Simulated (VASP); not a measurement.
```xyz
2
Lattice="2.8051 0.0000 0.0000 0.0000 2.8051 0.0000 0.0000 0.0000 3.5121" Properties=species:S:1:pos:R:3 pbc="T T T"
Cu     0.0000     0.0000     0.0000
Au     1.4025     1.4025     1.7560
```

Level of theory: LDA (Ceperley-Alder, Perdew-Zunger), VASP's LDA PAW potentials (set 64) (plane waves; VASP). Settings: 520 eV cut-off, Gaussian smearing of 0.050 eV, potentials Cu Au.

Unless said otherwise, spin-orbit coupling is left out, though it shifts the bands of the heavy elements here.

Question: Predict the band gap (along the path) with the smallest direct gap where there is one.

Answer: 
band gap (along the path): none (metal, semimetal or under 0.01 eV)

The absolute energy has meaning only against runs of the same code, potentials and settings.

The compound is CuAu in the L1_0 structure. It was relaxed first.
